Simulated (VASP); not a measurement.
# Ga4P3N (Cm) in VASP: further runs

Runs on Ga4P3N. Level: PBEsol. Tasks: band structure.

Everything below comes from runs of VASP 6.6.1. Logs are shortened: lines on timing, memory, paths and dates and some standing lists are left out, and cuts for length are marked.

## Step 1: The crystal as given

It takes space group Cm (No. 8, monoclinic). The conventional cell has a = 12.231 Å, b = 3.688 Å, c = 6.388 Å, α = 90.00°, β = 100.02°, γ = 90.00°. Ga (site symmetry m) is surrounded by 2 P at 2.26 Å and 2 N at 2.26 Å. Around Ga (site symmetry m) lie 3 P at 2.26 Å and 1 N at 2.26 Å. Ga (site symmetry m) is surrounded by 1 N at 2.26 Å and 3 P at 2.26 Å. Ga (site symmetry m) has 4 P at 2.26 Å as nearest neighbours. N (site symmetry m) has 4 Ga at 2.26 Å as nearest neighbours. P (site symmetry m) is surrounded by 4 Ga at 2.26 Å. P (site symmetry m) has 4 Ga at 2.26 Å as nearest neighbours. P (site symmetry m) is surrounded by 4 Ga at 2.26 Å.

The cell comes from a database or a generator and needn't be the stable form of this composition.

## Step 2: Band structure, PBEsol

Contents of POSCAR:

```
Ga4P3N
1.0
   -2.6077345200      2.6077345200      0.0000000000
   -2.6077345200     -5.2154690400      2.6077345200
    2.6077345200      2.6077345200      5.2154690400
Ga N P
4 1 3
Direct
    0.0000000000      0.0000000000      0.0000000000
    0.7500000000      0.5000000000      0.2500000000
    0.5000000000      0.0000000000      0.5000000000
    0.2500000000      0.5000000000      0.7500000000
    0.5625000000      0.1250000000      0.1875000000
    0.3125000000      0.6250000000      0.4375000000
    0.0625000000      0.1250000000      0.6875000000
    0.8125000000      0.6250000000      0.9375000000
```

Contents of INCAR.step1:

```
PREC = Accurate ; ENCUT = 520
EDIFF = 1E-6 ; ISMEAR = 0
SIGMA = 0.02 ; LREAL = False
LASPH = True ; NELM = 80
ALGO = Normal ; ISIF = 2
LWAVE = False ; LCHARG = True
GGA = PS ; NBANDS = 46
KPAR = 2
```

Contents of KPOINTS.step1:

```
regular mesh
0
Gamma
  7 7 4
```

Contents of INCAR.step2:

```
PREC = Accurate ; ENCUT = 520
EDIFF = 1E-6 ; ISMEAR = 0
SIGMA = 0.05 ; LREAL = False
LASPH = True ; NELM = 80
ALGO = Normal ; ISIF = 2
LWAVE = False ; LCHARG = False
GGA = PS ; NBANDS = 46
ICHARG = 11 ; KPAR = 2
```

Contents of KPOINTS.step2:

```
path GYFLI,I1ZF1,YX1,XGN,MG
20
line-mode
reciprocal
 0.0000000000  0.0000000000  0.0000000000  G
 0.0000000000 -0.5000000000  1.0000000000  Y

 0.0000000000 -0.5000000000  1.0000000000  Y
 0.0000000000  0.2031250000  1.2812500000  F

 0.0000000000  0.2031250000  1.2812500000  F
 0.0000000000 -0.5000000000  0.5000000000  L

 0.0000000000 -0.5000000000  0.5000000000  L
 0.4687500000 -0.7343750000  0.5000000000  I

 0.5312500000 -0.2656250000 -0.5000000000  I1
 0.0000000000  0.0000000000 -0.5000000000  Z

 0.0000000000  0.0000000000 -0.5000000000  Z
 0.0000000000 -1.2031250000 -0.2812500000  F1

 0.0000000000 -0.5000000000  1.0000000000  Y
 0.3125000000 -0.6562500000  1.0000000000  X1

 0.6875000000 -0.3437500000  0.0000000000  X
 0.0000000000  0.0000000000  0.0000000000  G

 0.0000000000  0.0000000000  0.0000000000  G
 0.5000000000 -0.5000000000  0.5000000000  N

 0.5000000000 -0.5000000000  0.0000000000  M
 0.0000000000  0.0000000000  0.0000000000  G
```

Potentials or basis: VASP PAW PBE potentials, release 64 (Ga_d, N, P).

Started as:

```console
> cat potpaw_PBE.64/Ga_d/POTCAR potpaw_PBE.64/N/POTCAR potpaw_PBE.64/P/POTCAR > POTCAR
> cp INCAR.step1 INCAR
> cp KPOINTS.step1 KPOINTS
> mpirun -np 2 vasp_std > vasp.out
> cp INCAR.step2 INCAR
> cp KPOINTS.step2 KPOINTS
> mpirun -np 2 vasp_std > vasp.out
```

OUTCAR:

```text
PREC = Accurate
   ENCUT = 520
   EDIFF = 1E-6
   ISMEAR = 0
   LREAL = False
   LASPH = True
   NELM = 80
   ISIF = 2
   GGA = PS
   ICHARG = 11

 ion  position               nearest neighbor table
   1  0.000  0.000  0.000-   5 2.26   5 2.26   7 2.26   8 2.26
   2  0.750  0.500  0.250-   6 2.26   5 2.26   6 2.26   8 2.26
   3  0.500  0.000  0.500-   7 2.26   5 2.26   6 2.26   7 2.26
   4  0.250  0.500  0.750-   8 2.26   6 2.26   7 2.26   8 2.26
   5  0.562  0.125  0.188-   1 2.26   2 2.26   3 2.26   1 2.26
   6  0.312  0.625  0.438-   2 2.26   3 2.26   4 2.26   2 2.26
   7  0.062  0.125  0.688-   1 2.26   3 2.26   4 2.26   3 2.26
   8  0.812  0.625  0.938-   1 2.26   2 2.26   4 2.26   4 2.26

  LATTYP: Found a base centered monoclinic cell.
 ALAT       =    12.2313590900
 B/A-ratio  =     0.3015113446
 C/A-ratio  =     0.5222329679
 COS(beta)  =    -0.1740776560

  Lattice vectors:

 A1 = (  -5.2154690400,  -2.6077345200,   2.6077345200)
 A2 = (  -2.6077345200,  -5.2154690400,   2.6077345200)
 A3 = (   2.6077345200,   2.6077345200,   5.2154690400)

Analysis of symmetry for initial positions (statically):
=====================================================================
 Subroutine PRICEL returns:
 Original cell was already a primitive cell.

 Routine SETGRP: Setting up the symmetry group for a
 base centered monoclinic supercell.

 Subroutine GETGRP returns: Found  2 space group operations
 (whereof  2 operations were pure point group operations)
 out of a pool of  4 trial point group operations.

The static configuration has the point symmetry C_1h.

Analysis of symmetry for dynamics (positions and initial velocities):
=====================================================================
 Subroutine PRICEL returns:
 Original cell was already a primitive cell.

 Routine SETGRP: Setting up the symmetry group for a
 base centered monoclinic supercell.

 Subroutine GETGRP returns: Found  2 space group operations
 (whereof  2 operations were pure point group operations)
 out of a pool of  4 trial point group operations.

The dynamic configuration has the point symmetry C_1h.

 Subroutine INISYM returns: Found  2 space group operations
 (whereof  2 operations are pure point group operations),
 and found     1 'primitive' translations

----------------------------------------------------------------------------------------

                                     Primitive cell

  volume of cell :     141.8666

  direct lattice vectors                    reciprocal lattice vectors
    -2.607734520  2.607734520  0.000000000    -0.239671637  0.143802982  0.047934327
    -2.607734520 -5.215469040  2.607734520    -0.095868655 -0.095868655  0.095868655
     2.607734520  2.607734520  5.215469040     0.047934327  0.047934327  0.143802982

  length of vectors
     3.687893525  6.387618959  6.387618959     0.283583305  0.166049381  0.158980178

  position of ions in fractional coordinates (direct lattice)
     0.000000000  0.000000000  0.000000000
     0.750000000  0.500000000  0.250000000
     0.500000000  0.000000000  0.500000000
     0.250000000  0.500000000  0.750000000
     0.562500000  0.125000000  0.187500000
     0.312500000  0.625000000  0.437500000
     0.062500000  0.125000000  0.687500000
     0.812500000  0.625000000  0.937500000

  ion indices of the primitive-cell ions
   primitive index   ion index
                 1           1
                 2           2
                 3           3
                 4           4
                 5           5
                 6           6
                 7           7
                 8           8

----------------------------------------------------------------------------------------

 KPOINTS: path GYFLI,I1ZF1,YX1,XGN,MG

Interpolating k-points between supplied coordinates.

 Line segments in fractional coordinates (reciprocal lattice):
    0.000000  0.000000  0.000000  ...  0.000000 -0.500000  1.000000
    0.000000 -0.500000  1.000000  ...  0.000000  0.203125  1.281250
    0.000000  0.203125  1.281250  ...  0.000000 -0.500000  0.500000
    0.000000 -0.500000  0.500000  ...  0.468750 -0.734375  0.500000
    0.531250 -0.265625 -0.500000  ...  0.000000  0.000000 -0.500000
    0.000000  0.000000 -0.500000  ...  0.000000 -1.203125 -0.281250
    0.000000 -0.500000  1.000000  ...  0.312500 -0.656250  1.000000
    0.687500 -0.343750  0.000000  ...  0.000000  0.000000  0.000000
    0.000000  0.000000  0.000000  ...  0.500000 -0.500000  0.500000
    0.500000 -0.500000  0.000000  ...  0.000000  0.000000  0.000000

 Generated    20 points on each line segment, for a total of    200 k-points:

 Following reciprocal coordinates:
            Coordinates               Weight
  0.000000  0.000000  0.000000      0.005000
  0.000000 -0.026316  0.052632      0.005000
  0.000000 -0.052632  0.105263      0.005000
  0.000000 -0.078947  0.157895      0.005000
  0.000000 -0.105263  0.210526      0.005000
  0.000000 -0.131579  0.263158      0.005000
[... 16 lines left out ...]
  0.000000 -0.425987  1.029605      0.005000
  0.000000 -0.388980  1.044408      0.005000
 [... further k-points ...]
   k-points           NKPTS =    200   k-points in BZ     NKDIM =    200   number of bands    NBANDS=     46
   number of dos      NEDOS =    301   number of ions     NIONS =      8
   total plane-waves  NPLWV =  64512
   dimension x,y,z NGX =    28 NGY =   48 NGZ =   48
   dimension x,y,z NGXF=    56 NGYF=   96 NGZF=   96
   ions per type =               4   1   3
   NGX,Y,Z   is equivalent  to a cutoff of  12.62, 12.49, 12.49 a.u.
   NGXF,Y,Z  is equivalent  to a cutoff of  25.24, 24.99, 24.99 a.u.
 SYSTEM =  unknown system
   PREC   = accura    normal or accurate (medium, high low for compatibility)
   ISTART =      0    job   : 0-new  1-cont  2-samecut
   ICHARG =     11    charge: 1-file 2-atom 10-const
   ISPIN  =      1    spin polarized calculation?
   LNONCOLLINEAR =      F non collinear calculations
   LSORBIT =      F    spin-orbit coupling
   LASPH  =      T    aspherical Exc in radial PAW
   ENCUT  =  520.0 eV  38.22 Ry    6.18 a.u.   6.86 11.88 11.88*2*pi/ulx,y,z
   NELM   =     80;   NELMIN=  2; NELMDL=  0     # of ELM steps
   EDIFF  = 0.1E-05   stopping-criterion for ELM
   LREAL  =      F    real-space projection
   EDIFFG = 0.1E-04   stopping-criterion for IOM
   NSW    =      0    number of steps for IOM
   IBRION =     -1    ionic relax: 0-MD 1-quasi-New 2-CG
   NFREE  =      0    steps in history (QN), initial steepest desc. (CG)
   ISIF   =      2    stress and relaxation
   ISYM   =      2    0-nonsym 1-usesym 2-fastsym
   POTIM  = 0.5000    time-step for ionic-motion
   TEBEG  =    0.0;   TEEND  =   0.0 temperature during run
   PSTRESS=    0.0 pullay stress
   NELECT =      72.0000    total number of electrons
   NUPDOWN=      -1.0000    fix difference up-down
   EMIN   =  10.00;   EMAX   =-10.00  energy-range for DOS
   EFERMI =   0.00;   METHOD = LEGACY
   ISMEAR =     0;   SIGMA  =   0.05  broadening in eV -4-tet -1-fermi 0-gaus
   EFERMI_NEDOS =   21; number of points for ismear=-14 and -15
   IALGO  =     38    algorithm
   IMIX   =      4    mixing-type and parameters
     AMIX     =   0.40;   BMIX     =  1.00
     AMIX_MAG =   1.60;   BMIX_MAG =  1.00
  volume/ion in A,a.u.               =      17.73       119.67
  Fermi-wavevector in a.u.,A,eV,Ry     =   1.305847  2.467693 23.201149  1.705236
  Thomas-Fermi vector in A             =   2.436689
   LORBIT       =      0    0 simple, 1 ext, 2 COOP (PROOUT), +10 PAW based schemes
   GGA     = PS    functional components
   LHFCALC =     F    Hartree Fock is set to
   AEXX    =    0.0000 exact exchange contribution
   IVDW    =     0    specifies the selected vdW correction
   LEPSILON=     F    determine dielectric tensor
   LRPA    =     F    only Hartree local field effects (RPA)
 non-spin polarized calculation
 Gauss-broadening in eV      SIGMA  =   0.05
  energy-cutoff  :      520.00
  volume of cell :      141.87
 maximum number of plane-waves:      3860
 NGX is ok and might be reduce to    28

 number of electron      71.9999993 magnetization

 Free energy of the ion-electron system (eV)
  ---------------------------------------------------
  ext. energy  EPLUGINS =         0.00000000
  ---------------------------------------------------
  free energy    TOTEN  =       -35.84904975 eV

  energy without entropy =      -35.84904975  energy(sigma->0) =      -35.84904975

 E-fermi :   5.0650     XC(G=0): -10.4170

 val. band max:        4.8440204454   @ k =   0.0000   0.0000   0.0000
 cond. band min:       5.6048676754   @ k =   0.0000  -0.5000   1.0000
 fundamental gap:      0.7608472300
 Fermi energy:         5.0650076625

 k-point     1 :       0.0000    0.0000    0.0000
  band No.  band energies     occupation
      1      -9.9490      2.00000
      2      -9.9290      2.00000
      3      -9.8158      2.00000
      4      -9.7774      2.00000
      5      -9.7618      2.00000
      6      -9.7312      2.00000
[... 38 lines left out ...]
     45      10.2494      0.00000
     46      10.4376      0.00000

 k-point     2 :       0.0000   -0.0263    0.0526
  band No.  band energies     occupation
      1      -9.9489      2.00000
      2      -9.9287      2.00000
      3      -9.8157      2.00000
      4      -9.7779      2.00000
      5      -9.7613      2.00000
      6      -9.7311      2.00000
[... 38 lines left out ...]
     45      10.2716      0.00000
     46      10.3547      0.00000

 k-point     3 :       0.0000   -0.0526    0.1053
  band No.  band energies     occupation
      1      -9.9486      2.00000
      2      -9.9280      2.00000
      3      -9.8153      2.00000
      4      -9.7794      2.00000
      5      -9.7600      2.00000
      6      -9.7310      2.00000
[... 1018 lines left out ...]
     45      10.3422      0.00000
     46      10.6755      0.00000

 k-point    24 :       0.0000   -0.3890    1.0444
  band No.  band energies     occupation
      1      -9.9594      2.00000
      2      -9.9147      2.00000
      3      -9.8147      2.00000
      4      -9.8111      2.00000
      5      -9.7441      2.00000
      6      -9.7315      2.00000
[... 38 lines left out ...]
     45      10.3303      0.00000
     46      10.4750      0.00000

 [... further k-points ...]
[... 5 lines left out ...]
  --------------------------------------------------------------------------------------
  -------------------------------------------------------------------------------------
  Total        9.5745070      9.5745070      9.4233716     -5.0448637      0.5093025      0.5093025
  in kB      108.1301701    108.1301701    106.4233160    -56.9744193      5.7518332      5.7518333
  external PRESSURE =     107.5612187 kB  Pullay stress =       0.0000000 kB

 VOLUME and BASIS-vectors are now :
 -----------------------------------------------------------------------------
  energy-cutoff  :      520.00
  volume of cell :      141.87
      direct lattice vectors                 reciprocal lattice vectors
    -2.607734520  2.607734520  0.000000000    -0.239671637  0.143802982  0.047934327
    -2.607734520 -5.215469040  2.607734520    -0.095868655 -0.095868655  0.095868655
     2.607734520  2.607734520  5.215469040     0.047934327  0.047934327  0.143802982

 POSITION                                       TOTAL-FORCE (eV/Angst)
 -----------------------------------------------------------------------------------
      0.00000      0.00000      0.00000         0.122493      0.122493      2.970317
     -2.60773      0.00000      2.60773         1.590486      1.590486     -1.787001
      0.00000      2.60773      2.60773        -1.577296     -1.577296     -1.888087
      0.00000      0.00000      5.21547        -0.063753     -0.063753     -0.197205
     -1.30387      1.30387      1.30387        -0.034484     -0.034484      0.357289
     -1.30387     -1.30387      3.91160         0.091812      0.091812     -0.056319
      1.30387      1.30387      3.91160        -0.225705     -0.225705      0.194782
     -1.30387      1.30387      6.51934         0.096447      0.096447      0.406225
 -----------------------------------------------------------------------------------
    total drift:                               -0.010080     -0.010097      0.277384

  FREE ENERGIE OF THE ION-ELECTRON SYSTEM (eV)
  ---------------------------------------------------
  free  energy   TOTEN  =       -35.8490497497 eV

  energy  without entropy=      -35.8490497497  energy(sigma->0) =      -35.84904975
```

Run time: 6.3 min. Hardware: 2 MPI ranks of Intel Xeon Platinum 8488C (Sapphire Rapids), shared host; peak memory 0.95 GiB.

Results:

```
Band gap on the k mesh  : 0.85 eV, indirect (least direct gap 0.91 eV)
Band gap along the path : 0.76 eV, indirect (least direct gap 0.91 eV)
```

Levels at the corners of the path, in eV from the valence-band top:
| point | band 32 | band 33 | band 34 | band 35 | band 36 | band 37 | band 38 | band 39 | band 40 | band 41 |
| --- | --- | --- | --- | --- | --- | --- | --- | --- | --- | --- |
| Γ | -1.08 | -1.07 | -0.06 | -0.02 | 0.00 | 0.91 | 2.50 | 2.57 | 3.02 | 4.36 |
| Y | -1.08 | -0.70 | -0.69 | -0.58 | -0.57 | 0.76 | 1.88 | 2.36 | 2.76 | 2.95 |
| Y | -1.08 | -0.70 | -0.69 | -0.58 | -0.57 | 0.76 | 1.88 | 2.36 | 2.76 | 2.95 |
| F | -1.19 | -1.15 | -1.01 | -0.88 | -0.87 | 1.96 | 2.37 | 3.08 | 3.29 | 3.99 |
| F | -1.19 | -1.15 | -1.01 | -0.88 | -0.87 | 1.96 | 2.37 | 3.08 | 3.29 | 3.99 |
| L | -2.07 | -1.89 | -1.86 | -0.71 | -0.63 | 2.17 | 2.67 | 2.88 | 3.17 | 3.74 |
| L | -2.07 | -1.89 | -1.86 | -0.71 | -0.63 | 2.17 | 2.67 | 2.88 | 3.17 | 3.74 |
| I | -2.47 | -2.38 | -1.96 | -1.41 | -1.35 | 1.49 | 2.22 | 2.48 | 2.76 | 3.17 |
| I1 | -2.47 | -2.38 | -1.96 | -1.41 | -1.35 | 1.49 | 2.22 | 2.48 | 2.76 | 3.17 |
| Z | -1.67 | -1.13 | -1.10 | -1.06 | -1.02 | 2.73 | 2.84 | 3.00 | 3.33 | 3.90 |
| Z | -1.67 | -1.13 | -1.10 | -1.06 | -1.02 | 2.73 | 2.84 | 3.00 | 3.33 | 3.90 |
| F1 | -1.19 | -1.15 | -1.01 | -0.88 | -0.87 | 1.96 | 2.37 | 3.08 | 3.29 | 3.99 |
| Y | -1.08 | -0.70 | -0.69 | -0.58 | -0.57 | 0.76 | 1.88 | 2.36 | 2.76 | 2.95 |
| X1 | -2.54 | -2.34 | -1.90 | -1.65 | -1.47 | 2.29 | 3.13 | 3.35 | 3.67 | 4.23 |
| X | -2.54 | -2.34 | -1.90 | -1.65 | -1.47 | 2.29 | 3.13 | 3.35 | 3.67 | 4.23 |
| Γ | -1.08 | -1.07 | -0.06 | -0.02 | 0.00 | 0.91 | 2.50 | 2.57 | 3.02 | 4.36 |
| Γ | -1.08 | -1.07 | -0.06 | -0.02 | 0.00 | 0.91 | 2.50 | 2.57 | 3.02 | 4.36 |
| N | -2.57 | -2.20 | -1.82 | -1.08 | -1.07 | 1.08 | 1.99 | 2.32 | 2.51 | 3.25 |
| M | -2.93 | -2.75 | -2.43 | -1.80 | -1.57 | 2.94 | 3.12 | 3.46 | 3.91 | 4.49 |
| Γ | -1.08 | -1.07 | -0.06 | -0.02 | 0.00 | 0.91 | 2.50 | 2.57 | 3.02 | 4.36 |

Caveat: the log is that of the step along the path at fixed density, whose energy, stress, charges and moments have no meaning; the PAW data sets were made with another functional, which shifts forces and pressure a little; the mesh misses the band edges, which the band path finds closer together. A hybrid or GW would open this gap; PBEsol tends to underestimate it.

(Continued in part 2 of 2.)
